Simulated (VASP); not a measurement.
# RbRe (Pm-3m) in VASP: single point with PBE

Aim: the single point of RbRe with PBE.

Program: VASP 6.6.1. These are calculated values, not measurements. Logs are shortened: lines on timing, memory, paths and dates and some standing lists are left out, and cuts for length are marked.

## 1. Starting point

It takes space group Pm-3m (No. 221, cubic). The conventional cell has a = 4.138 Å, b = 4.138 Å, c = 4.138 Å, α = 90.00°, β = 90.00°, γ = 90.00°. Rb (site symmetry m-3m) is surrounded by 8 Re at 3.58 Å. Re (site symmetry m-3m) is surrounded by 8 Rb at 3.58 Å.

The cell was built by a generator and needn't be a form met in nature.

## 2. Single point, PBE, collinear spin, typed start

INCAR

```
PREC = Accurate ; ENCUT = 520
EDIFF = 1E-7 ; ISMEAR = 0
SIGMA = 0.1 ; LREAL = F
LASPH = T ; NELM = 150
ALGO = Fast ; ISIF = 2
LWAVE = F ; LCHARG = F
ISPIN = 2 ; MAGMOM = 0 2.88
LORBIT = 11 ; LMAXMIX = 4
GGA = PE ; NBANDS = 19
```

KPOINTS

```
regular mesh
0
Gamma
  16 16 16
```

POSCAR

```
RbRe
1.0
    4.1384827544      0.0000000000      0.0000000000
    0.0000000000      4.1384827544      0.0000000000
    0.0000000000      0.0000000000      4.1384827544
Rb Re
1 1
Direct
    0.5000000000      0.5000000000      0.5000000000
    0.0000000000      0.0000000000      0.0000000000
```

Potentials or basis: VASP PAW PBE potentials, release 64 (Rb_sv, Re).

The run is started by

```
$ cat potpaw_PBE.64/Rb_sv/POTCAR potpaw_PBE.64/Re/POTCAR > POTCAR
$ mpirun -np 1 vasp_std > vasp.out
```

OUTCAR:

```text
PREC = Accurate
   ENCUT = 520
   EDIFF = 1E-7
   ISMEAR = 0
   LREAL = F
   LASPH = T
   NELM = 150
   ISIF = 2
   ISPIN = 2
   LORBIT = 11
   GGA = PE

 ion  position               nearest neighbor table
   1  0.500  0.500  0.500-   2 3.58   2 3.58   2 3.58   2 3.58   2 3.58   2 3.58   2 3.58   2 3.58

   2  0.000  0.000  0.000-   1 3.58   1 3.58   1 3.58   1 3.58   1 3.58   1 3.58   1 3.58   1 3.58

  LATTYP: Found a simple cubic cell.
 ALAT       =     4.1384827544

  Lattice vectors:

 A1 = (   4.1384827544,   0.0000000000,   0.0000000000)
 A2 = (   0.0000000000,   4.1384827544,   0.0000000000)
 A3 = (   0.0000000000,   0.0000000000,   4.1384827544)

Analysis of symmetry for initial positions (statically):
=====================================================================
 Subroutine PRICEL returns:
 Original cell was already a primitive cell.

 Routine SETGRP: Setting up the symmetry group for a
 simple cubic supercell.

 Subroutine GETGRP returns: Found 48 space group operations
 (whereof 48 operations were pure point group operations)
 out of a pool of 48 trial point group operations.

The static configuration has the point symmetry O_h .

Analysis of symmetry for dynamics (positions and initial velocities):
=====================================================================
 Subroutine PRICEL returns:
 Original cell was already a primitive cell.

 Routine SETGRP: Setting up the symmetry group for a
 simple cubic supercell.

 Subroutine GETGRP returns: Found 48 space group operations
 (whereof 48 operations were pure point group operations)
 out of a pool of 48 trial point group operations.

The dynamic configuration has the point symmetry O_h .

Analysis of structural, dynamic, and magnetic symmetry:
=====================================================================
 Subroutine PRICEL returns:
 Original cell was already a primitive cell.

 Routine SETGRP: Setting up the symmetry group for a
 simple cubic supercell.

 Subroutine GETGRP returns: Found 48 space group operations
 (whereof 48 operations were pure point group operations)
 out of a pool of 48 trial point group operations.

The overall configuration has the point symmetry O_h .

 Subroutine INISYM returns: Found 48 space group operations
 (whereof 48 operations are pure point group operations),
 and found     1 'primitive' translations

----------------------------------------------------------------------------------------

                                     Primitive cell

  volume of cell :      70.8800

  direct lattice vectors                    reciprocal lattice vectors
     4.138482754  0.000000000  0.000000000     0.241634449  0.000000000  0.000000000
     0.000000000  4.138482754  0.000000000     0.000000000  0.241634449  0.000000000
     0.000000000  0.000000000  4.138482754     0.000000000  0.000000000  0.241634449

  length of vectors
     4.138482754  4.138482754  4.138482754     0.241634449  0.241634449  0.241634449

  position of ions in fractional coordinates (direct lattice)
     0.500000000  0.500000000  0.500000000
     0.000000000  0.000000000  0.000000000

  ion indices of the primitive-cell ions
   primitive index   ion index
                 1           1
                 2           2

----------------------------------------------------------------------------------------

 KPOINTS: regular mesh

Automatic generation of k-mesh.
 Grid dimensions read from file:
 generate k-points for:   16   16   16

 Generating k-lattice:

  Cartesian coordinates                     Fractional coordinates (reciprocal lattice)
     0.015102153  0.000000000  0.000000000     0.062500000  0.000000000  0.000000000
     0.000000000  0.015102153  0.000000000     0.000000000  0.062500000  0.000000000
     0.000000000  0.000000000  0.015102153     0.000000000  0.000000000  0.062500000

  Length of vectors
     0.015102153  0.015102153  0.015102153

  Shift w.r.t. Gamma in fractional coordinates (k-lattice)
     0.000000000  0.000000000  0.000000000

 Subroutine IBZKPT returns following result:
 ===========================================

 Found    165 irreducible k-points:

 Following reciprocal coordinates:
            Coordinates               Weight
  0.000000  0.000000  0.000000      1.000000
  0.062500  0.000000  0.000000      6.000000
  0.125000  0.000000  0.000000      6.000000
  0.187500  0.000000  0.000000      6.000000
  0.250000  0.000000  0.000000      6.000000
  0.312500  0.000000  0.000000      6.000000
[... 16 lines left out ...]
  0.437500  0.125000  0.000000     24.000000
  0.500000  0.125000  0.000000     12.000000
 [... further k-points ...]
   k-points           NKPTS =    165   k-points in BZ     NKDIM =    165   number of bands    NBANDS=     19
   number of dos      NEDOS =    301   number of ions     NIONS =      2
   total plane-waves  NPLWV =  32768
   dimension x,y,z NGX =    32 NGY =   32 NGZ =   32
   dimension x,y,z NGXF=    64 NGYF=   64 NGZF=   64
   ions per type =               1   1
   NGX,Y,Z   is equivalent  to a cutoff of  12.85, 12.85, 12.85 a.u.
   NGXF,Y,Z  is equivalent  to a cutoff of  25.71, 25.71, 25.71 a.u.
 SYSTEM =  unknown system
   PREC   = accura    normal or accurate (medium, high low for compatibility)
   ISTART =      0    job   : 0-new  1-cont  2-samecut
   ICHARG =      2    charge: 1-file 2-atom 10-const
   ISPIN  =      2    spin polarized calculation?
   LNONCOLLINEAR =      F non collinear calculations
   LSORBIT =      F    spin-orbit coupling
   LASPH  =      T    aspherical Exc in radial PAW
   ENCUT  =  520.0 eV  38.22 Ry    6.18 a.u.   7.69  7.69  7.69*2*pi/ulx,y,z
   NELM   =    150;   NELMIN=  2; NELMDL= -5     # of ELM steps
   EDIFF  = 0.1E-06   stopping-criterion for ELM
   LREAL  =      F    real-space projection
   EDIFFG = 0.1E-05   stopping-criterion for IOM
   NSW    =      0    number of steps for IOM
   IBRION =     -1    ionic relax: 0-MD 1-quasi-New 2-CG
   NFREE  =      0    steps in history (QN), initial steepest desc. (CG)
   ISIF   =      2    stress and relaxation
   ISYM   =      2    0-nonsym 1-usesym 2-fastsym
   POTIM  = 0.5000    time-step for ionic-motion
   TEBEG  =    0.0;   TEEND  =   0.0 temperature during run
   PSTRESS=    0.0 pullay stress
   NELECT =      16.0000    total number of electrons
   NUPDOWN=      -1.0000    fix difference up-down
   EMIN   =  10.00;   EMAX   =-10.00  energy-range for DOS
   EFERMI =   0.00;   METHOD = LEGACY
   ISMEAR =     0;   SIGMA  =   0.10  broadening in eV -4-tet -1-fermi 0-gaus
   EFERMI_NEDOS =   21; number of points for ismear=-14 and -15
   IALGO  =     68    algorithm
   IMIX   =      4    mixing-type and parameters
     AMIX     =   0.40;   BMIX     =  1.00
     AMIX_MAG =   1.60;   BMIX_MAG =  1.00
  volume/ion in A,a.u.               =      35.44       239.16
  Fermi-wavevector in a.u.,A,eV,Ry     =   0.996798  1.883674 13.518824  0.993606
  Thomas-Fermi vector in A             =   2.128910
   LORBIT       =     11    0 simple, 1 ext, 2 COOP (PROOUT), +10 PAW based schemes
   GGA     = PE    functional components
   LHFCALC =     F    Hartree Fock is set to
   AEXX    =    0.0000 exact exchange contribution
   IVDW    =     0    specifies the selected vdW correction
   LEPSILON=     F    determine dielectric tensor
   LRPA    =     F    only Hartree local field effects (RPA)
 spin polarized calculation
 RMM-DIIS sequential band-by-band and
 Gauss-broadening in eV      SIGMA  =   0.10
  energy-cutoff  :      520.00
  volume of cell :       70.88
 maximum number of plane-waves:      1935
 NGX is ok and might be reduce to    32
   NGX = 15   NGY = 15   NGZ = 15

 number of electron      16.0000001 magnetization       4.0330381

 Free energy of the ion-electron system (eV)
  ---------------------------------------------------
  ext. energy  EPLUGINS =         0.00000000
  ---------------------------------------------------
  free energy    TOTEN  =        -7.42859658 eV

  energy without entropy =       -7.41616930  energy(sigma->0) =       -7.42238294

 E-fermi :   1.5582     XC(G=0):  -8.6620

 val. band max:        1.5545060261   @ k =   0.3125   0.2500   0.1875
 cond. band min:       1.5599393300   @ k =   0.4375   0.3750   0.1875
 fundamental gap:      0.0054333039
 Fermi energy:         1.5582447503

 spin component 1

 k-point     1 :       0.0000    0.0000    0.0000
  band No.  band energies     occupation
      1     -25.4696      1.00000
      2      -9.4903      1.00000
      3      -9.4903      1.00000
      4      -9.4903      1.00000
      5      -3.0429      1.00000
      6      -0.6644      1.00000
[... 11 lines left out ...]
     18      10.2501      0.00000
     19      10.6502      0.00000

 k-point     2 :       0.0625    0.0000    0.0000
  band No.  band energies     occupation
      1     -25.4687      1.00000
      2      -9.5093      1.00000
      3      -9.4894      1.00000
      4      -9.4894      1.00000
      5      -2.9911      1.00000
      6      -0.6560      1.00000
[... 11 lines left out ...]
     18      10.3257      0.00000
     19      10.8827      0.00000

 k-point     3 :       0.1250    0.0000    0.0000
  band No.  band energies     occupation
      1     -25.4664      1.00000
      2      -9.5627      1.00000
      3      -9.4868      1.00000
      4      -9.4868      1.00000
      5      -2.8396      1.00000
      6      -0.6319      1.00000
[... 434 lines left out ...]
      1     -25.4460      1.00000
      2      -9.9112      1.00000
      3      -9.5211      1.00000
      4      -9.4597      1.00000
      5      -1.3061      1.00000
      6      -0.3753      1.00000
[... 11 lines left out ...]
     18      11.9654      0.00000
     19      12.2132      0.00000

 k-point    24 :       0.5000    0.1250    0.0000
  band No.  band energies     occupation
      1     -25.4452      1.00000
      2      -9.9265      1.00000
      3      -9.5197      1.00000
      4      -9.4586      1.00000
      5      -1.2226      1.00000
      6      -0.3625      1.00000
[... 11 lines left out ...]
     18      11.6046      0.00000
     19      11.9498      0.00000

 [... further k-points ...]

 spin component 2

 k-point     1 :       0.0000    0.0000    0.0000
  band No.  band energies     occupation
      1     -25.4492      1.00000
      2      -9.4776      1.00000
      3      -9.4776      1.00000
      4      -9.4776      1.00000
      5      -2.0392      1.00000
      6       0.9304      1.00000
[... 11 lines left out ...]
     18      10.4292      0.00000
     19      11.3609      0.00000

 k-point     2 :       0.0625    0.0000    0.0000
  band No.  band energies     occupation
      1     -25.4484      1.00000
      2      -9.4955      1.00000
      3      -9.4765      1.00000
      4      -9.4765      1.00000
      5      -1.9866      1.00000
      6       0.9446      1.00000
[... 11 lines left out ...]
     18      10.5624      0.00000
     19      11.6095      0.00000

 k-point     3 :       0.1250    0.0000    0.0000
  band No.  band energies     occupation
      1     -25.4461      1.00000
      2      -9.5458      1.00000
      3      -9.4735      1.00000
      4      -9.4735      1.00000
      5      -1.8320      1.00000
      6       0.9855      1.00000
[... 434 lines left out ...]
      1     -25.4256      1.00000
      2      -9.8808      1.00000
      3      -9.5059      1.00000
      4      -9.4446      1.00000
      5      -0.0624      1.00000
      6       1.3769      0.99483
[... 11 lines left out ...]
     18      12.4177      0.00000
     19      12.5679      0.00000

 k-point    24 :       0.5000    0.1250    0.0000
  band No.  band energies     occupation
      1     -25.4248      1.00000
      2      -9.8956      1.00000
      3      -9.5044      1.00000
      4      -9.4434      1.00000
      5       0.0708      1.00000
      6       1.4154      0.97833
[... 11 lines left out ...]
     18      11.9745      0.00000
     19      12.4363      0.00000

 [... further k-points ...]

------------------------ aborting loop because EDIFF is reached ----------------------------------------

  FORCE on cell =-STRESS in cart. coord.  units (eV):
  Direction    XX          YY          ZZ          XY          YZ          ZX
  --------------------------------------------------------------------------------------
  -------------------------------------------------------------------------------------
  Total        0.0175897      0.0175897      0.0175897     -0.0000000     -0.0000000      0.0000000
  in kB        0.3975991      0.3975991      0.3975991     -0.0000000     -0.0000000      0.0000000
  external PRESSURE =       0.3975991 kB  Pullay stress =       0.0000000 kB

 VOLUME and BASIS-vectors are now :
 -----------------------------------------------------------------------------
  energy-cutoff  :      520.00
  volume of cell :       70.88
      direct lattice vectors                 reciprocal lattice vectors
     4.138482754  0.000000000  0.000000000     0.241634449  0.000000000  0.000000000
     0.000000000  4.138482754  0.000000000     0.000000000  0.241634449  0.000000000
     0.000000000  0.000000000  4.138482754     0.000000000  0.000000000  0.241634449

 POSITION                                       TOTAL-FORCE (eV/Angst)
 -----------------------------------------------------------------------------------
      2.06924      2.06924      2.06924         0.000000      0.000000      0.000000
      0.00000      0.00000      0.00000         0.000000      0.000000      0.000000
 -----------------------------------------------------------------------------------
    total drift:                                0.000000      0.000000     -0.000000

  FREE ENERGIE OF THE ION-ELECTRON SYSTEM (eV)
  ---------------------------------------------------
  free  energy   TOTEN  =        -7.4285965839 eV

  energy  without entropy=       -7.4161693001  energy(sigma->0) =       -7.42238294

 total charge

# of ion       s       p       d       tot
------------------------------------------
    1        1.963   5.309   0.054   7.325
    2        0.644   0.059   4.617   5.320
--------------------------------------------------
tot          2.607   5.368   4.671  12.645

 magnetization (x)

# of ion       s       p       d       tot
------------------------------------------
    1       -0.005   0.025   0.002   0.022
    2        0.127   0.002   3.390   3.519
--------------------------------------------------
tot          0.121   0.028   3.393   3.541
```

It took 6.2 min on 1 thread of Intel Xeon 6975P-C (Granite Rapids), shared host; peak memory 0.46 GiB.

Results:

```
Free energy                                           : -7.4286 eV
Pressure                                              : 0.0 GPa
Band gap on the k mesh                                : none (metal or under the smearing width)
Net moment                                            : 4.03 μB per cell
Site moments                                          : Rb +0.02; Re +3.52 μB
Valence electrons inside the program's atomic spheres : Rb 7.33; Re 5.32
```

The run has no spin-orbit coupling, so splittings on Re are missing.
